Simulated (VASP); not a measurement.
Data:

```
GaN
1.0
    1.59200    -2.75743     0.00000
    1.59200     2.75743     0.00000
    0.00000     0.00000     5.18925
Ga N
2 2
Direct
  0.66667   0.33333   0.50012
  0.33333   0.66667   0.00012
  0.66667   0.33333   0.87688
  0.33333   0.66667   0.37688
```

Method: SCAN meta-GGA, VASP's PBE PAW potentials (set 64) (plane waves; VASP). Numerical set-up: 520 eV cut-off, 11×11×6 Γ-centred mesh, tetrahedra with Blöchl corrections, potentials Ga_d N.

Task: The job: GaN (wurtzite), 4 atoms, SCAN, static run, 520 eV, 11×11×6 Γ-centred mesh. Roughly how much core time does it take on a busy server core?

Result: About 3 core-minutes (one run on a shared machine, a rough figure). It had 64 irreducible k-points, 22 bands, up to 1244 plane waves and 27 electronic steps.

The compound is GaN in the wurtzite structure. It was relaxed first.
